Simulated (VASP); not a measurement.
# BiPS3 (P-1) in VASP: single point with PBE

Aim: the single point of BiPS3 with PBE.

All numbers are computed with VASP 6.6.1; they aren't measurements. Logs are shortened: lines on timing, memory, paths and dates and some standing lists are left out, and cuts for length are marked.

### 1 Starting point

The typed cell holds 10 atoms: a = 6.307 Å, b = 6.318 Å, c = 7.189 Å, α = 96.21°, β = 105.69°, γ = 119.15°.

The cell was built by a generator and needn't be a form met in nature.

### 2 Single point, PBE

INCAR reads:

```
SYSTEM = BiPS3
ALGO = Fast
EDIFF = 1E-7
ENCUT = 520
GGA = PE
ISIF = 2
ISMEAR = -1
LASPH = .TRUE.
LCHARG = .FALSE.
LREAL = .FALSE.
LWAVE = .FALSE.
NBANDS = 49
NELM = 60
PREC = Accurate
SIGMA = 0.1
```

KPOINTS reads:

```
Automatic mesh
0
Gamma
  4 4 3
  0 0.5 0.5
```

POSCAR reads:

```
BiPS3
1.0
    6.3074850000      0.0000000000      0.0000000000
   -3.0772800000      5.5174360000      0.0000000000
   -1.9442030000     -1.9748120000      6.6336550000
S P Bi
6 2 2
Direct
    0.0761000000      0.3345000000      0.1901000000
    0.9239000000      0.6655000000      0.8099000000
    0.2883000000      0.2543000000      0.7368000000
    0.7117000000      0.7457000000      0.2632000000
    0.5024000000      0.1401000000      0.2804000000
    0.4976000000      0.8599000000      0.7196000000
    0.4546000000      0.4375000000      0.3312000000
    0.5454000000      0.5625000000      0.6688000000
    0.8822000000      0.2511000000      0.6610000000
    0.1178000000      0.7489000000      0.3390000000
```

Potentials or basis: VASP PAW PBE potentials, release 64 (S, P, Bi_d).

The run is started by

```sh
> cat potpaw_PBE.64/S/POTCAR potpaw_PBE.64/P/POTCAR potpaw_PBE.64/Bi_d/POTCAR > POTCAR
> mpirun -np 1 vasp_std > vasp.out
```

OUTCAR:

```text
SYSTEM = BiPS3
   EDIFF = 1E-7
   ENCUT = 520
   GGA = PE
   ISIF = 2
   ISMEAR = -1
   LASPH = .TRUE.
   LREAL = .FALSE.
   NELM = 60
   PREC = Accurate

 ion  position               nearest neighbor table
   1  0.076  0.334  0.190-   7 2.05  10 2.58
   2  0.924  0.666  0.810-   8 2.05   9 2.58
   3  0.288  0.254  0.737-   8 2.05   9 2.46
   4  0.712  0.746  0.263-   7 2.05  10 2.46
   5  0.502  0.140  0.280-   7 2.05  10 2.67   9 2.85
   6  0.498  0.860  0.720-   8 2.05   9 2.67  10 2.85
   7  0.455  0.438  0.331-   1 2.05   5 2.05   4 2.05   8 2.29
   8  0.545  0.562  0.669-   2 2.05   6 2.05   3 2.05   7 2.29
   9  0.882  0.251  0.661-   3 2.46   2 2.58   6 2.67   5 2.85
  10  0.118  0.749  0.339-   4 2.46   1 2.58   5 2.67   6 2.85

  LATTYP: Found a triclinic cell.
 ALAT       =     8.1819002014
 B/A-ratio  =     1.5240969187
 C/A-ratio  =     1.8941339623
 COS(alpha) =     0.0369057955
 COS(beta)  =     0.4552034306
 COS(gamma) =     0.8945201394

  Lattice vectors:

 A1 = (  -4.3632820000,   1.9748120000,  -6.6336550000)
 A2 = (  -7.4405620000,   7.4922480000,  -6.6336550000)
 A3 = (   3.7354810000,  -7.0852480000, -13.2673100000)

Analysis of symmetry for initial positions (statically):
=====================================================================
 Subroutine PRICEL returns:
 Original cell was already a primitive cell.

 Routine SETGRP: Setting up the symmetry group for a
 triclinic supercell.

 Subroutine GETGRP returns: Found  2 space group operations
 (whereof  2 operations were pure point group operations)
 out of a pool of  2 trial point group operations.

The static configuration has the point symmetry S_2 .

Analysis of symmetry for dynamics (positions and initial velocities):
=====================================================================
 Subroutine PRICEL returns:
 Original cell was already a primitive cell.

 Routine SETGRP: Setting up the symmetry group for a
 triclinic supercell.

 Subroutine GETGRP returns: Found  2 space group operations
 (whereof  2 operations were pure point group operations)
 out of a pool of  2 trial point group operations.

The dynamic configuration has the point symmetry S_2 .

 Subroutine INISYM returns: Found  2 space group operations
 (whereof  2 operations are pure point group operations),
 and found     1 'primitive' translations

----------------------------------------------------------------------------------------

                                     Primitive cell

  volume of cell :     230.8588

  direct lattice vectors                    reciprocal lattice vectors
     6.307485000  0.000000000  0.000000000     0.158541796  0.088424677  0.072789367
    -3.077280000  5.517436000  0.000000000     0.000000000  0.181243607  0.053955481
    -1.944203000 -1.974812000  6.633655000     0.000000000  0.000000000  0.150746459

  length of vectors
     6.307485000  6.317574868  7.189241017     0.195583017  0.189104307  0.150746459

  position of ions in fractional coordinates (direct lattice)
     0.076100000  0.334500000  0.190100000
     0.923900000  0.665500000  0.809900000
     0.288300000  0.254300000  0.736800000
     0.711700000  0.745700000  0.263200000
     0.502400000  0.140100000  0.280400000
     0.497600000  0.859900000  0.719600000
     0.454600000  0.437500000  0.331200000
     0.545400000  0.562500000  0.668800000
     0.882200000  0.251100000  0.661000000
     0.117800000  0.748900000  0.339000000

  ion indices of the primitive-cell ions
   primitive index   ion index
                 1           1
                 2           2
                 3           3
                 4           4
                 5           5
                 6           6
                 7           7
                 8           8
                 9           9
                10          10

----------------------------------------------------------------------------------------

 KPOINTS: Automatic mesh

Automatic generation of k-mesh.
 Grid dimensions read from file:
 generate k-points for:    4    4    3

 Generating k-lattice:

  Cartesian coordinates                     Fractional coordinates (reciprocal lattice)
     0.039635449  0.022106169  0.018197342     0.250000000  0.000000000  0.000000000
     0.000000000  0.045310902  0.013488870     0.000000000  0.250000000 -0.000000000
     0.000000000  0.000000000  0.050248820     0.000000000  0.000000000  0.333333333

  Length of vectors
     0.048895754  0.047276077  0.050248820

  Shift w.r.t. Gamma in fractional coordinates (k-lattice)
     0.000000000  0.500000000  0.500000000

 Subroutine IBZKPT returns following result:
 ===========================================

 Found     24 irreducible k-points:

 Following reciprocal coordinates:
            Coordinates               Weight
  0.000000  0.125000  0.166667      2.000000
  0.250000  0.125000  0.166667      2.000000
  0.500000  0.125000  0.166667      2.000000
 -0.250000  0.125000  0.166667      2.000000
  0.000000  0.375000  0.166667      2.000000
  0.250000  0.375000  0.166667      2.000000
[... 16 lines left out ...]
  0.500000  0.375000  0.500000      2.000000
 -0.250000  0.375000  0.500000      2.000000
   k-points           NKPTS =     24   k-points in BZ     NKDIM =     24   number of bands    NBANDS=     49
   number of dos      NEDOS =    301   number of ions     NIONS =     10
   total plane-waves  NPLWV = 124416
   dimension x,y,z NGX =    48 NGY =   48 NGZ =   54
   dimension x,y,z NGXF=    96 NGYF=   96 NGZF=  108
   ions per type =               6   2   2
   NGX,Y,Z   is equivalent  to a cutoff of  12.65, 12.63, 12.49 a.u.
   NGXF,Y,Z  is equivalent  to a cutoff of  25.30, 25.26, 24.97 a.u.
 SYSTEM =  BiPS3
   PREC   = accura    normal or accurate (medium, high low for compatibility)
   ISTART =      0    job   : 0-new  1-cont  2-samecut
   ICHARG =      2    charge: 1-file 2-atom 10-const
   ISPIN  =      1    spin polarized calculation?
   LNONCOLLINEAR =      F non collinear calculations
   LSORBIT =      F    spin-orbit coupling
   LASPH  =      T    aspherical Exc in radial PAW
   ENCUT  =  520.0 eV  38.22 Ry    6.18 a.u.  11.73 11.75 13.37*2*pi/ulx,y,z
   NELM   =     60;   NELMIN=  2; NELMDL= -5     # of ELM steps
   EDIFF  = 0.1E-06   stopping-criterion for ELM
   LREAL  =      F    real-space projection
   EDIFFG = 0.1E-05   stopping-criterion for IOM
   NSW    =      0    number of steps for IOM
   IBRION =     -1    ionic relax: 0-MD 1-quasi-New 2-CG
   NFREE  =      0    steps in history (QN), initial steepest desc. (CG)
   ISIF   =      2    stress and relaxation
   ISYM   =      2    0-nonsym 1-usesym 2-fastsym
   POTIM  = 0.5000    time-step for ionic-motion
   TEBEG  =    0.0;   TEEND  =   0.0 temperature during run
   PSTRESS=    0.0 pullay stress
   NELECT =      76.0000    total number of electrons
   NUPDOWN=      -1.0000    fix difference up-down
   EMIN   =  10.00;   EMAX   =-10.00  energy-range for DOS
   EFERMI =   0.00;   METHOD = LEGACY
   ISMEAR =    -1;   SIGMA  =   0.10  broadening in eV -4-tet -1-fermi 0-gaus
   EFERMI_NEDOS =   21; number of points for ismear=-14 and -15
   IALGO  =     68    algorithm
   IMIX   =      4    mixing-type and parameters
     AMIX     =   0.40;   BMIX     =  1.00
     AMIX_MAG =   1.60;   BMIX_MAG =  1.00
  volume/ion in A,a.u.               =      23.09       155.79
  Fermi-wavevector in a.u.,A,eV,Ry     =   1.130396  2.136138 17.385454  1.277795
  Thomas-Fermi vector in A             =   2.267092
   LORBIT       =      0    0 simple, 1 ext, 2 COOP (PROOUT), +10 PAW based schemes
   GGA     = PE    functional components
   LHFCALC =     F    Hartree Fock is set to
   AEXX    =    0.0000 exact exchange contribution
   IVDW    =     0    specifies the selected vdW correction
   LEPSILON=     F    determine dielectric tensor
   LRPA    =     F    only Hartree local field effects (RPA)
 non-spin polarized calculation
 RMM-DIIS sequential band-by-band and
  energy-cutoff  :      520.00
  volume of cell :      230.86
 maximum number of plane-waves:      6229
 NGX is ok and might be reduce to    48
   NGX = 23   NGY = 23   NGZ = 27

 number of electron      75.9999994 magnetization

 Free energy of the ion-electron system (eV)
  ---------------------------------------------------
  ext. energy  EPLUGINS =         0.00000000
  ---------------------------------------------------
  free energy    TOTEN  =       -42.44397991 eV

  energy without entropy =      -42.28618808  energy(sigma->0) =      -42.36508400

 E-fermi :   6.5484     XC(G=0):  -9.3947

 val. band max:        6.5271745908   @ k =   0.2500   0.3750   0.5000
 cond. band min:       6.5611328224   @ k =  -0.2500   0.1250   0.5000
 fundamental gap:      0.0339582315
 Fermi energy:         6.5483501352

 k-point     1 :       0.0000    0.1250    0.1667
  band No.  band energies     occupation
      1     -17.5440      2.00000
      2     -17.5379      2.00000
      3     -17.5044      2.00000
      4     -17.4895      2.00000
      5     -17.4159      2.00000
      6     -17.4029      2.00000
[... 41 lines left out ...]
     48       9.5017      0.00000
     49       9.9564      0.00000

 k-point     2 :       0.2500    0.1250    0.1667
  band No.  band energies     occupation
      1     -17.5438      2.00000
      2     -17.5377      2.00000
      3     -17.5034      2.00000
      4     -17.4896      2.00000
      5     -17.4152      2.00000
      6     -17.4019      2.00000
[... 41 lines left out ...]
     48       9.6053      0.00000
     49       9.7440      0.00000

 k-point     3 :       0.5000    0.1250    0.1667
  band No.  band energies     occupation
      1     -17.5419      2.00000
      2     -17.5389      2.00000
      3     -17.5021      2.00000
      4     -17.4910      2.00000
      5     -17.4153      2.00000
      6     -17.4019      2.00000
[... 41 lines left out ...]
     48       9.9244      0.00000
     49      10.0618      0.00000

 k-point     4 :      -0.2500    0.1250    0.1667
  band No.  band energies     occupation
      1     -17.5421      2.00000
      2     -17.5391      2.00000
      3     -17.5032      2.00000
      4     -17.4907      2.00000
      5     -17.4159      2.00000
      6     -17.4030      2.00000
[... 977 lines left out ...]
     48      10.0168      0.00000
     49      10.1952      0.00000

 k-point    23 :       0.5000    0.3750    0.5000
  band No.  band energies     occupation
      1     -17.5409      2.00000
      2     -17.5394      2.00000
      3     -17.5022      2.00000
      4     -17.4917      2.00000
      5     -17.4157      2.00000
      6     -17.4029      2.00000
[... 41 lines left out ...]
     48       9.5657      0.00000
     49      10.6285      0.00000

 k-point    24 :      -0.2500    0.3750    0.5000
  band No.  band energies     occupation
      1     -17.5430      2.00000
      2     -17.5381      2.00000
      3     -17.5034      2.00000
      4     -17.4904      2.00000
      5     -17.4157      2.00000
      6     -17.4029      2.00000
[... 41 lines left out ...]
     48       9.6628      0.00000
     49      10.1200      0.00000

------------------------ aborting loop because EDIFF is reached ----------------------------------------

  FORCE on cell =-STRESS in cart. coord.  units (eV):
  Direction    XX          YY          ZZ          XY          YZ          ZX
  --------------------------------------------------------------------------------------
  -------------------------------------------------------------------------------------
  Total       22.8705457     13.8771815      6.0457769     -0.5713894      1.4486270      3.3626177
  in kB      158.7233047     96.3086821     41.9581455     -3.9654855     10.0535799     23.3368194
  external PRESSURE =      98.9967107 kB  Pullay stress =       0.0000000 kB

 VOLUME and BASIS-vectors are now :
 -----------------------------------------------------------------------------
  energy-cutoff  :      520.00
  volume of cell :      230.86
      direct lattice vectors                 reciprocal lattice vectors
     6.307485000  0.000000000  0.000000000     0.158541796  0.088424677  0.072789367
    -3.077280000  5.517436000  0.000000000     0.000000000  0.181243607  0.053955481
    -1.944203000 -1.974812000  6.633655000     0.000000000  0.000000000  0.150746459

 POSITION                                       TOTAL-FORCE (eV/Angst)
 -----------------------------------------------------------------------------------
     -0.91894      1.47017      1.26106         0.822603     -1.158349     -0.620355
      2.20495      2.07245      5.37260        -0.822603      1.158349      0.620355
     -0.39659     -0.05196      4.88768         2.518090     -0.384597      0.594731
      1.68260      3.59458      1.74598        -2.518090      0.384597     -0.594731
      2.19260      0.21926      1.86008         0.397160      1.059383     -0.557791
     -0.90660      3.32337      4.77358        -0.397160     -1.059383      0.557791
      0.87715      1.75982      2.19707        -0.295043      0.060542     -0.046716
      0.40885      1.78280      4.43659         0.295043     -0.060542      0.046716
      3.50664      0.08008      4.38485        -0.295707      0.332158     -0.663989
     -2.22064      3.46255      2.24881         0.295707     -0.332158      0.663989
 -----------------------------------------------------------------------------------
    total drift:                                0.000000      0.000000     -0.000000

  FREE ENERGIE OF THE ION-ELECTRON SYSTEM (eV)
  ---------------------------------------------------
  free  energy   TOTEN  =       -42.4439799092 eV

  energy  without entropy=      -42.2861880830  energy(sigma->0) =      -42.36508400
```

Run time: 3.9 min. Hardware: 1 thread of Intel Xeon 6975P-C (Granite Rapids), shared host; peak memory 0.47 GiB.

Results:

```yaml
Free_energy: -42.4440 eV
Pressure: 9.9 GPa
Largest_force: 2.616 eV/Å
Band_gap_on_the_k_mesh: none (metal or under the smearing width)
```

Forces on the atoms (eV/Å):
```
S    0.823 -1.158 -0.620
S   -0.823  1.158  0.620
S    2.518 -0.385  0.595
S   -2.518  0.385 -0.595
S    0.397  1.059 -0.558
S   -0.397 -1.059  0.558
P   -0.295  0.061 -0.047
P    0.295 -0.061  0.047
Bi  -0.296  0.332 -0.664
Bi   0.296 -0.332  0.664
```

Caveat: spin-orbit coupling is left out, which moves the levels of the heavy elements; forces of over 1 eV/Å show positions far from the minimum, so gaps and moduli don't describe the material at rest.
